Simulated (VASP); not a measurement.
Computed with r2SCAN meta-GGA, VASP's PBE PAW potentials (set 64) (plane waves; VASP).

A VASP calculation is set up with these files.

**POSCAR**
```
Si
1.0
  0.0000000000   2.6783773378   2.6783773378
  2.6783773378   0.0000000000   2.6783773378
  2.6783773378   2.6783773378   0.0000000000
Si
2
Cartesian
  0.0000000000   0.0000000000   0.0000000000
  1.3391886689   1.3391886689   1.3391886689
```

### KPOINTS
```
kpoints
0
Gamma
9 9 9
```

**INCAR**
```
! general
SYSTEM =Si
PREC   =Accurate
ENCUT  =500
LREAL  =F
LASPH  =T

! electronic loop
EDIFF  =1E-6
NELM   =100
ALGO   =Normal
LMIXTAU=T

! smearing
ISMEAR =0
SIGMA  =0.05

! functional
METAGGA=R2SCAN

! ions
IBRION =2
NSW    =40
ISIF   =3
EDIFFG =-0.02
PSTRESS=50

! output
LWAVE  =F
LCHARG =F
```

POTCAR, in this order: Si (PBE.64 set). Program: vasp_std.

What VASP printed:

### OSZICAR
```
       N       E                     dE             d eps       ncg     rms          rms(c)
DAV:   1    -0.100595596374E+01   -0.10060E+01   -0.33303E+03   560   0.778E+02
DAV:   2    -0.184836195295E+02   -0.17478E+02   -0.16761E+02   872   0.839E+01
DAV:   3    -0.186874115817E+02   -0.20379E+00   -0.20179E+00   696   0.115E+01
DAV:   4    -0.186883196490E+02   -0.90807E-03   -0.90807E-03   912   0.839E-01
DAV:   5    -0.186883202971E+02   -0.64807E-06   -0.64809E-06   712   0.166E-02    0.634E+00
DAV:   6    -0.175237740572E+02    0.11645E+01   -0.15690E-01   688   0.316E+00    0.449E+00
DAV:   7    -0.185286217417E+02   -0.10048E+01   -0.71046E-01   576   0.433E+00    0.882E-01
DAV:   8    -0.175109514489E+02    0.10177E+01   -0.22747E-01   600   0.317E+00    0.637E-01
DAV:   9    -0.174918404657E+02    0.19111E-01   -0.17814E-02   752   0.120E+00    0.262E-01
DAV:  10    -0.175219310149E+02   -0.30091E-01   -0.23652E-02   624   0.144E+00    0.495E-02
DAV:  11    -0.175222375149E+02   -0.30650E-03   -0.41496E-04   816   0.192E-01    0.116E-02
DAV:  12    -0.175222802954E+02   -0.42780E-04   -0.12242E-04   672   0.146E-01    0.158E-02
DAV:  13    -0.175222841376E+02   -0.38422E-05   -0.13988E-05   680   0.541E-02    0.106E-02
DAV:  14    -0.175222798479E+02    0.42898E-05   -0.77695E-06   664   0.341E-02    0.484E-03
DAV:  15    -0.175222783871E+02    0.14607E-05   -0.58333E-07   504   0.112E-02    0.455E-03
DAV:  16    -0.175222783510E+02    0.36164E-07   -0.51836E-08   448   0.221E-03
   1 F= -.16323042E+02 E0= -.16323042E+02  d E =-.163230E+02
```

File OUTCAR:
```
------------------------ aborting loop because EDIFF is reached ----------------------------------------
  FORCE on cell =-STRESS in cart. coord.  units (eV):
  Direction    XX          YY          ZZ          XY          YZ          ZX
  --------------------------------------------------------------------------------------
  Total        1.1907824      1.1907824      1.1907824     -0.0000000     -0.0000000      0.0000000
  in kB       49.6475356     49.6475356     49.6475356     -0.0000000     -0.0000000      0.0000000
  external PRESSURE =      -0.3524644 kB  Pullay stress =      50.0000000 kB
  volume of cell :       38.43
      direct lattice vectors                 reciprocal lattice vectors
     0.000000000  2.678377338  2.678377338    -0.186680194  0.186680194  0.186680194
     2.678377338  0.000000000  2.678377338     0.186680194 -0.186680194  0.186680194
     2.678377338  2.678377338  0.000000000     0.186680194  0.186680194 -0.186680194
 POSITION                                       TOTAL-FORCE (eV/Angst)
 -----------------------------------------------------------------------------------
      0.00000      0.00000      0.00000         0.000000     -0.000000     -0.000000
      1.33919      1.33919      1.33919         0.000000      0.000000      0.000000
 -----------------------------------------------------------------------------------
    total drift:                                0.000000      0.000000     -0.000000
  FREE ENERGIE OF THE ION-ELECTRON SYSTEM (eV)
  ---------------------------------------------------
  free  energy   TOTEN  =       -17.5222783510 eV

  energy  without entropy=      -17.5222783510  energy(sigma->0) =      -17.52227835
  enthalpy is  TOTEN    =       -16.3230422253 eV   P V=        1.1992361257

 reached required accuracy - stopping structural energy minimisation
```
(Selected blocks of OUTCAR.)

The compound is Si in the diamond structure. It was relaxed first under an external pressure of 5 GPa.
